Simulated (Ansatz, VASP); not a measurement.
# Zn11Si15O41 (glassy 58SiO2-42ZnO (mol %)): VASP beside Ansatz, part 3 of 3

One calculation is typed for both programs; each brings its own data sets. How far apart do they land? Of the first pair: The cell is taken from a series of runs on this material, whose earlier steps may have relaxed, scaled, displaced or heated it; both programs get it as it stands.

VASP 6.6.1 and Ansatz 0.2.0.

So far. Step 5 (VASP: single point, PBEsol, pair 2): The run ends at a pressure of -1.93 GPa, with forces up to 0.12 eV/Å.

**9. VASP: single point, PBEsol, start cell, pair 3**

Level of this step: PBEsol; plane waves and PAW (Si, Zn, O) (VASP).

The same cell, functional, mesh and smearing now go to VASP, with its own data sets.

Input file INCAR:

```
SYSTEM = Zn11Si15O41
PREC = Accurate
ENCUT = 520
EDIFF = 1E-06
NELM = 120
ISMEAR = -1
SIGMA = 0.05
LREAL = Auto
ALGO = Normal
GGA = PS
NBANDS = 272
LORBIT = 11
LWAVE = .FALSE.
LCHARG = .FALSE.
ISIF = 2
LASPH = .TRUE.
GGA_COMPAT = .FALSE.
EFERMI = MIDGAP
NCORE = 2
```

Input file POSCAR:

```
Zn11Si15O41
1.0
    9.7801300000      0.0000000000      0.0000000000
    0.0000000000      9.7801300000      0.0000000000
    0.0000000000      0.0000000000      9.7801300000
Si Zn O
15 11 41
Direct
    0.1859586734      0.6751648495      0.0857964056
    0.1279635342      0.9530854907      0.5691948880
    0.0629950727      0.1653965745      0.3333084530
    0.8307353788      0.0935365890      0.1512761078
    0.4832348854      0.2629924142      0.9094153145
    0.6721996538      0.3561506851      0.1525439846
    0.9556928180      0.3389423249      0.7962266350
    0.4365279398      0.2991780273      0.3653223423
    0.4391454919      0.8503056708      0.1343949416
    0.0003783181      0.7322397555      0.3513450230
    0.5008829126      0.5540212656      0.8118399244
    0.2552215564      0.1013687957      0.0852340409
    0.6575883961      0.8121875681      0.9178405604
    0.9546294374      0.4336854418      0.4963737701
    0.6372614679      0.4777134864      0.5506879765
    0.0188852295      0.0747127083      0.8503567948
    0.2547409902      0.7961448365      0.7999177925
    0.7990998075      0.5740107749      0.0039774522
    0.6700626679      0.6930684970      0.3123987104
    0.1293132095      0.4293398963      0.2689228057
    0.7050724275      0.8170545790      0.5855443639
    0.2369600404      0.3732261228      0.9576457573
    0.9844143176      0.8714812584      0.9933917034
    0.7058086140      0.0757147400      0.7261048677
    0.4459347677      0.0708784035      0.6033048640
    0.5704116407      0.0070960202      0.3467949813
    0.6067915253      0.6493369720      0.9007446731
    0.4212111700      0.1418283806      0.4116305202
    0.1299573728      0.7349391061      0.9433719184
    0.8484652045      0.2109276666      0.7649693818
    0.1207345915      0.0890683457      0.4659958508
    0.5477432304      0.3158240228      0.2440560606
    0.4126530015      0.4193093548      0.8758779280
    0.8939656221      0.0471670622      0.0143249630
    0.6861565235      0.0475965043      0.1937602056
    0.3893404280      0.6572714269      0.7734048525
    0.5293794663      0.8171159279      0.2615813900
    0.2776650208      0.9406112189      0.6405743073
    0.6423534247      0.6398790200      0.5081527546
    0.5206679257      0.3885735670      0.4824680245
    0.3478583618      0.9815309203      0.1534846674
    0.0121982019      0.3080940642      0.3871932173
    0.7853372092      0.4260986306      0.5050239618
    0.0122595507      0.5704525400      0.4153421274
    0.6116278618      0.3074703506      0.0006237136
    0.2930840388      0.3759561478      0.3463246399
    0.8481175608      0.7698363928      0.3398830077
    0.7027922942      0.5150033793      0.1718382066
    0.0899988037      0.8243755451      0.4584703884
    0.6037036318      0.4760366171      0.7070969404
    0.9422267393      0.0728620172      0.2667858198
    0.5095944532      0.1782082651      0.7799180583
    0.7005223857      0.8723605923      0.7745909308
    0.0049181350      0.4053933843      0.6407276795
    0.8095086671      0.2726548625      0.1577075151
    0.1730447346      0.5044820468      0.0906634165
    0.8939247229      0.4556483401      0.8869922997
    0.1717973074      0.0165130729      0.9689544004
    0.3329096852      0.7233032690      0.0962461644
    0.1610919282      0.1698648177      0.1961016878
    0.6272411512      0.0023414822      0.5469354702
    0.0277092431      0.9581876724      0.6895511614
    0.7998359940      0.7808894156      0.9995470408
    0.5329990501      0.8750292685      0.9974202797
    0.0858782041      0.2748020732      0.8631071366
    0.0760010348      0.7302663666      0.2072569588
    0.3528991946      0.2106106974      0.0127912410
```

Input file KPOINTS:

```
Automatic mesh
0
Gamma
1 1 1
0 0 0
```

PAW data sets: Si, Zn and O (PBE family, release 64).

Started as:

```console
mpirun -np 8 vasp_gam
```

Numbers of over 12 decimals in the logs are rounded to 6 here.

What it wrote:

```text
[... set-up lines as in an earlier step ...]
 entering main loop
       N       E                     dE             d eps       ncg     rms          rms(c)
DAV:   1     0.739751124385E+04    0.73975E+04   -0.21243E+05   544   0.196E+03
DAV:   2     0.891700753954E+03   -0.65058E+04   -0.62418E+04   608   0.554E+02
DAV:   3    -0.423417613371E+03   -0.13151E+04   -0.12697E+04   592   0.250E+02
DAV:   4    -0.530472745786E+03   -0.10706E+03   -0.10595E+03   632   0.791E+01
[...]
DAV:  19    -0.462573764741E+03   -0.31983E-05   -0.78797E-05   744   0.528E-02    0.145E-02
DAV:  20    -0.462573767754E+03   -0.30132E-05   -0.45258E-05   656   0.429E-02    0.697E-03
DAV:  21    -0.462573767986E+03   -0.23220E-06   -0.49441E-06   536   0.162E-02
   1 F= -.46257377E+03 E0= -.46257377E+03  d E =-.803785E-09
```

Parts of OUTCAR (step 9):

```text
  Total       17.7650234     -2.1653124     16.2439611    -11.6087619    -12.9854518      6.8603244
  in kB       30.4258335     -3.7084912     27.8207376    -19.8821160    -22.2399478     11.7495532
  external PRESSURE =      18.1793600 kB  Pullay stress =       0.0000000 kB

 POSITION                                       TOTAL-FORCE (eV/Angst)
 -----------------------------------------------------------------------------------
      1.81870      6.60320      0.83910        -4.010790     -2.218105      0.543831
      1.25150      9.32130      5.56680         0.735379     -0.198327     -3.723149
      0.61610      1.61760      3.25980         0.002781     -4.114371     -0.421517
      8.12470      0.91480      1.47950        -1.538220      4.077068      1.541092
      4.72610      2.57210      8.89420         0.399782      1.921356      2.379322
      6.57420      3.48320      1.49190        -0.332459     -0.786916     -1.537777
      9.34680      3.31490      7.78720        -2.998430      0.719213     -1.808081
      4.26930      2.92600      3.57290         0.109032      2.139741      0.694061
      4.29490      8.31610      1.31440        -0.288271     -0.922279     -2.262680
      0.00370      7.16140      3.43620         1.399181     -0.008953      2.799915
      4.89870      5.41840      7.93990         0.795117     -0.351318      0.156802
      2.49610      0.99140      0.83360        -0.621971     -3.667435     -1.352484
      6.43130      7.94330      8.97660         1.225495     -2.807337      0.764019
      9.33640      4.24150      4.85460        -2.596996     -0.085350     -2.378569
[...]
-----------------------------------------------------------------------------------
    total drift:                               -0.018945     -0.016645     -0.001061

  FREE ENERGIE OF THE ION-ELECTRON SYSTEM (eV)
  ---------------------------------------------------
  free  energy   TOTEN  =      -462.5737679865 eV

  energy  without entropy=     -462.5737679857  energy(sigma->0) =     -462.57376799

[... 2 parts as in an earlier step ...]

[... 1 further part left out ...]
[key lines of the parts left out:]
E-fermi :   2.1149
```

The run ends at a pressure of 1.82 GPa, with forces up to 4.7 eV/Å.

**10. Differences**

Forces on 8 of the 67 atoms, those with the largest forces and the largest differences (eV/Å; atoms numbered as in POSCAR):

```csv
atom,"Ansatz x, y, z","VASP x, y, z"
Si1,"-3.964, -2.187, 0.487","-4.011, -2.218, 0.544"
Si2,"0.710, -0.194, -3.599","0.735, -0.198, -3.723"
Si3,"-0.038, -4.133, -0.398","0.003, -4.114, -0.422"
Si4,"-1.565, 4.027, 1.552","-1.538, 4.077, 1.541"
Si12,"-0.659, -3.692, -1.404","-0.622, -3.667, -1.352"
O54,"1.338, -0.528, 3.160","1.361, -0.566, 3.308"
O59,"4.330, 1.296, 1.114","4.403, 1.333, 1.130"
O62,"-2.634, -0.020, 2.725","-2.729, -0.035, 2.813"
```

The forces differ by 41 meV/Å r.m.s., which is 2.9 % of the r.m.s. force of 1.416 eV/Å (both taken over all components).

**11. Results**

| Quantity | Value |
| --- | --- |
| r.m.s. force difference (single point, PBEsol, pair 1) | 2.9 % of the r.m.s. force |
| r.m.s. force difference (single point, PBEsol, pair 2) | 30 meV/Å |
| r.m.s. force difference (single point, PBEsol, start cell, pair 3) | 2.9 % of the r.m.s. force |

What this shows: The r.m.s. force difference is 30 meV/Å (single point, PBEsol, pair 2), beyond the 12 meV/Å picked in this series as the mark of a large difference. What causes the difference of the single point, PBEsol, pair 2 pair stays open here. 1 further run of this series is not shown here. Such differences can come from data sets, numerical settings and the points named under the comparisons, not from the functional's error against experiment.

[Lines on the potential files, build, host, timing and source positions are cut from VASP's logs without a mark.]

[Logs are printed without paths, hosts, clocks, repeated set-up lines and the standing remarks that a program may print on its own settings, such as how far it seeks lower states.]

[Hosts, paths, dates, database ids (printed as entryN), source tags and the programs' standing remarks are cut or masked in the printed files.]
